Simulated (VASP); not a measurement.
Calculation: PBE GGA, VASP's PBE PAW potentials (set 64) (plane waves; VASP 6.6.1).

The input files of a VASP run:

**POSCAR**
```
Pt3Ti
1
    4.0236696724     0.0000000000     0.0000000000
    0.0000000000     4.0236696724     0.0000000000
    0.0000000000     0.0000000000     4.0236696724
Ti Pt
1 3
Direct
  0.0000000000   0.0000000000   0.0000000000
  0.0000000000   0.5000000000   0.5000000000
  0.5000000000   0.0000000000   0.5000000000
  0.5000000000   0.5000000000   0.0000000000
```

KPOINTS:
```
K-points
0
Gamma
8 8 8
```

INCAR:
```
! general
SYSTEM  = Pt3Ti
PREC    = Accurate
ENCUT   = 520
LREAL   = F
LASPH   = T

! electronic loop
EDIFF   = 1E-7
NELM    = 100
ALGO    = Normal
LMAXMIX = 6

! smearing
ISMEAR  = 1
SIGMA   = 0.1

! functional
GGA     = PE

! ions
ISIF    = 2

! output
LWAVE   = F
LCHARG  = F
```

POTCAR, in this order: Ti_sv Pt (PBE.64 set). Program: vasp_std.

What VASP printed:

OUTCAR:
```
 ion  position               nearest neighbor table
   1  0.000  0.000  0.000-   2 2.85   3 2.85   4 2.85   2 2.85   3 2.85   2 2.85   4 2.85   2 2.85
                             3 2.85   4 2.85   3 2.85   4 2.85
   2  0.000  0.500  0.500-   1 2.85   3 2.85   4 2.85   1 2.85   4 2.85   1 2.85   3 2.85   1 2.85
                             3 2.85   4 2.85   4 2.85   3 2.85
   3  0.500  0.000  0.500-   1 2.85   2 2.85   4 2.85   1 2.85   4 2.85   2 2.85   4 2.85   4 2.85
                             1 2.85   2 2.85   1 2.85   2 2.85
   4  0.500  0.500  0.000-   1 2.85   2 2.85   3 2.85   2 2.85   3 2.85   1 2.85   3 2.85   3 2.85
                             1 2.85   2 2.85   2 2.85   1 2.85
  LATTYP: Found a simple cubic cell.
 ALAT       =     4.0236696724
 Subroutine PRICEL returns:
 Original cell was already a primitive cell.
 Subroutine GETGRP returns: Found 48 space group operations
The static configuration has the point symmetry O_h .
The dynamic configuration has the point symmetry O_h .
 Subroutine INISYM returns: Found 48 space group operations
 Subroutine IBZKPT returns following result:
 Found     35 irreducible k-points:

 Following reciprocal coordinates:
            Coordinates               Weight
  0.000000  0.000000  0.000000      1.000000
  0.125000  0.000000  0.000000      6.000000
  0.250000  0.000000  0.000000      6.000000
  0.375000  0.000000  0.000000      6.000000
  0.500000  0.000000  0.000000      3.000000
  0.125000  0.125000  0.000000     12.000000
  0.250000  0.125000  0.000000     24.000000
  0.375000  0.125000  0.000000     24.000000
  0.500000  0.125000  0.000000     12.000000
  0.250000  0.250000  0.000000     12.000000
  0.375000  0.250000  0.000000     24.000000
  0.500000  0.250000  0.000000     12.000000
  0.375000  0.375000  0.000000     12.000000
  0.500000  0.375000  0.000000     12.000000
  0.500000  0.500000  0.000000      3.000000
  0.125000  0.125000  0.125000      8.000000
  0.250000  0.125000  0.125000     24.000000
  0.375000  0.125000  0.125000     24.000000
...
```

OSZICAR:
```
       N       E                     dE             d eps       ncg     rms          rms(c)
DAV:   1     0.375841555770E+03    0.37584E+03   -0.21107E+04  1750   0.179E+03
DAV:   2     0.153380355274E+01   -0.37431E+03   -0.36693E+03  1849   0.444E+02
DAV:   3    -0.318011862135E+02   -0.33335E+02   -0.32033E+02  2665   0.110E+02
DAV:   4    -0.328491202771E+02   -0.10479E+01   -0.10434E+01  2018   0.212E+01
DAV:   5    -0.328860842657E+02   -0.36964E-01   -0.36938E-01  2519   0.387E+00    0.181E+01
DAV:   6    -0.313333683843E+02    0.15527E+01   -0.30113E+01  2521   0.346E+01    0.168E+01
DAV:   7    -0.303168674356E+02    0.10165E+01   -0.41825E+01  2616   0.368E+01    0.901E+00
DAV:   8    -0.296079451656E+02    0.70892E+00   -0.17162E+00  2464   0.915E+00    0.454E+00
DAV:   9    -0.294547275666E+02    0.15322E+00   -0.23812E+00  2599   0.808E+00    0.229E+00
DAV:  10    -0.294095307725E+02    0.45197E-01   -0.27662E-01  2577   0.348E+00    0.452E-01
DAV:  11    -0.294118568924E+02   -0.23261E-02   -0.39098E-03  2329   0.460E-01    0.524E-01
DAV:  12    -0.294091128670E+02    0.27440E-02   -0.21898E-02  2638   0.826E-01    0.110E-01
DAV:  13    -0.294090204755E+02    0.92391E-04   -0.49515E-04  2422   0.152E-01    0.393E-02
DAV:  14    -0.294090173678E+02    0.31077E-05   -0.19411E-05  2329   0.277E-02    0.278E-02
DAV:  15    -0.294090110528E+02    0.63150E-05   -0.42952E-05  2600   0.393E-02    0.404E-03
DAV:  16    -0.294090115403E+02   -0.48746E-06   -0.90360E-07  2289   0.611E-03    0.311E-03
DAV:  17    -0.294090115248E+02    0.15430E-07   -0.21426E-07  1464   0.348E-03
   1 F= -.29409012E+02 E0= -.29409421E+02  d E =0.122725E-02
```

### OUTCAR
```
------------------------ aborting loop because EDIFF is reached ----------------------------------------
  FORCE on cell =-STRESS in cart. coord.  units (eV):
  Direction    XX          YY          ZZ          XY          YZ          ZX
  --------------------------------------------------------------------------------------
  Total       -4.8008205     -4.8008205     -4.8008205      0.0000000      0.0000000      0.0000000
  in kB     -118.0753093   -118.0753093   -118.0753093      0.0000000      0.0000000      0.0000000
  external PRESSURE =    -118.0753093 kB  Pullay stress =       0.0000000 kB
  volume of cell :       65.14
      direct lattice vectors                 reciprocal lattice vectors
     4.023669672  0.000000000  0.000000000     0.248529348  0.000000000  0.000000000
     0.000000000  4.023669672  0.000000000     0.000000000  0.248529348  0.000000000
     0.000000000  0.000000000  4.023669672     0.000000000  0.000000000  0.248529348
 POSITION                                       TOTAL-FORCE (eV/Angst)
 -----------------------------------------------------------------------------------
      0.00000      0.00000      0.00000         0.000000      0.000000      0.000000
      0.00000      2.01183      2.01183         0.000000      0.000000      0.000000
      2.01183      0.00000      2.01183         0.000000      0.000000      0.000000
      2.01183      2.01183      0.00000         0.000000      0.000000      0.000000
 -----------------------------------------------------------------------------------
    total drift:                                0.000000      0.000000     -0.000000
  FREE ENERGIE OF THE ION-ELECTRON SYSTEM (eV)
  ---------------------------------------------------
  free  energy   TOTEN  =       -29.4090115248 eV

  energy  without entropy=      -29.4102387700  energy(sigma->0) =      -29.40942061
```
(Selected blocks of OUTCAR.)

The compound is Pt3Ti in the L1_2 structure. This cell is one point of a volume scan, at 1.06 of the reference volume.
